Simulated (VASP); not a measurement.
Energy against volume of PbS (rock salt). Computed with revPBE GGA, VASP's PBE PAW potentials (set 64) (plane waves; VASP).

```
V (Å³/atom)  E (eV/atom)
-----------  -----------
26.114          -4.07435
26.948          -4.08788
27.781          -4.09243
28.615          -4.08928
29.448          -4.07960
```

**Question.** Fit a third-order Birch-Murnaghan equation of state.

**Answer.** 
volume per atom: 27.84 Å³/atom
bulk modulus: 48.6 GPa
pressure derivative of the bulk modulus: 4.32
lattice constant a: 6.061 Å

Measured: a 5.914 Å at 120 K (computed value off by +2.5 %), as given by Noda, Masumoto, Ohba, Saito, Toriumi, Iwata, Shibuya, Acta Cryst. C 43, 1443 (1987), by a structure database's card. The calculation is for a static lattice, while the measured a holds thermal and zero-point effects, which are part of the difference.

The compound is PbS in the rock salt structure. It was relaxed first, which changed the volume by +6 %.
